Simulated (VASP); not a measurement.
OSZICAR of a VASP run on V (a trial cell in the beta-Sn structure, space group I4_1/amd):

### OSZICAR
```
       N       E                     dE             d eps       ncg     rms          rms(c)
DAV:   1     0.336686630858E+02    0.33669E+02   -0.40132E+03 10808   0.104E+03
DAV:   2    -0.155969480358E+02   -0.49266E+02   -0.46456E+02 10757   0.167E+02
DAV:   3    -0.180136068124E+02   -0.24167E+01   -0.22167E+01 14748   0.465E+01
DAV:   4    -0.180778922874E+02   -0.64285E-01   -0.63496E-01 13887   0.734E+00
DAV:   5    -0.180786131188E+02   -0.72083E-03   -0.72049E-03 14277   0.655E-01    0.151E+01
DAV:   6    -0.170047561289E+02    0.10739E+01   -0.62481E+00 12632   0.378E+01    0.305E+00
DAV:   7    -0.169840565047E+02    0.20700E-01   -0.70379E-01 16202   0.101E+01    0.203E+00
DAV:   8    -0.169788695951E+02    0.51869E-02   -0.11981E-02 11675   0.132E+00    0.957E-01
DAV:   9    -0.169747769818E+02    0.40926E-02   -0.75899E-03 12071   0.929E-01    0.242E-01
DAV:  10    -0.169742820606E+02    0.49492E-03   -0.10755E-03 15989   0.313E-01    0.115E-01
DAV:  11    -0.169743566391E+02   -0.74578E-04   -0.20270E-04 15150   0.140E-01    0.182E-02
DAV:  12    -0.169743527059E+02    0.39332E-05   -0.16223E-05 11939   0.488E-02    0.102E-02
DAV:  13    -0.169743488365E+02    0.38694E-05   -0.38093E-06  9794   0.206E-02    0.108E-02
DAV:  14    -0.169743472535E+02    0.15830E-05   -0.69268E-07  5745   0.996E-03    0.363E-03
DAV:  15    -0.169743469835E+02    0.27001E-06   -0.22625E-07  5653   0.444E-03
   1 F= -.16974347E+02 E0= -.16974512E+02  d E =0.494605E-03  mag=    -0.0000
```

Question: Which electronic solver shows in the log?

Answer: It is blocked Davidson (ALGO = Normal, or the opening steps of other solvers). The INCAR had ALGO = Normal.

Question: How was spin treated?

Answer: Collinear spin (ISPIN = 2): the summary line carries one mag value, 0.00 μB in the cell.

Question: Can the final energy be trusted as converged?

Answer: The calculation finished and met its thresholds. It stopped with EDIFF = 1E-6, NELM = 100 (PBE GGA, plane waves, VASP's PBE PAW potentials (set 64)).

The structure was generated: V was put into the beta-Sn type (I4_1/amd), which need not be its known phase. The cell was not relaxed at this level. The run is one of a series of settings (ENCUT = 520, POTCAR V (PBE.64 set) against the base run), some of them coarse on purpose.
